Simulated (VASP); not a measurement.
The system is MgScAlO4.

```
CELL_PARAMETERS angstrom
1.63429 0.94356 8.35667
-1.63429 0.94356 8.35667
0.00000 -1.88711 8.35667
ATOMIC_POSITIONS crystal
Mg 0.78315 0.78315 0.78315
Sc 0.99540 0.99540 0.99540
Al 0.21328 0.21328 0.21328
O 0.87899 0.87899 0.87899
O 0.13822 0.13822 0.13822
O 0.70312 0.70312 0.70312
O 0.28752 0.28752 0.28752
```

The cell comes from a database or a generator and needn't be the stable form of this composition.

- Program: VASP 6.6.1
- Task: relaxation of cell and atoms
- Functional: PBEsol
- Potentials or basis: VASP PAW PBE potentials, release 64 (Mg, Sc_sv, Al, O)
- Cutoff: 520 eV
- k mesh: 12 × 12 × 12
- Occupations: gaussian, width 1 eV
- Spin: no spin polarisation

At the start: pressure -4.3 GPa; volume 11.05 Å³/atom.

Question: Where does the relaxation end?

Answer: Over 12 steps the energy falls by 4.0 meV/atom and the volume is 10.76 Å³/atom (-2.6 %); space group R3m (No. 160, to 0.05 Å).

The path:
```csv
step,energy change (eV),largest force (eV/Å),pressure (GPa),volume (Å³)
1,0.0000,0.1425,-4.34,77.32
2,-0.0124,0.2048,3.45,74.02
3,-0.0273,0.0964,-0.01,75.39
4,-0.0280,0.0409,0.02,75.35
5,-0.0281,0.0617,0.03,75.33
6,-0.0283,0.0214,0.01,75.34
7,-0.0283,0.0130,0.01,75.33
8,-0.0283,0.0068,0.00,75.34
9,-0.0283,0.0102,0.00,75.34
10,-0.0283,0.0043,0.00,75.34
11,-0.0283,0.0047,0.00,75.34
12,-0.0283,0.0016,0.00,75.35
```

Final structure:
```
Mg Sc Al O
1.0
     1.62089    0.93582    8.27868
    -1.62089    0.93582    8.27868
     0.00000   -1.87164    8.27868
Mg Sc Al O
1 1 1 4
Direct
  0.78274 0.78274 0.78274
  0.99545 0.99545 0.99545
  0.21330 0.21330 0.21330
  0.87923 0.87923 0.87923
  0.13802 0.13802 0.13802
  0.70306 0.70306 0.70306
  0.28789 0.28789 0.28789
```

Caveat: the PAW data sets were made with another functional, which shifts forces and pressure a little.
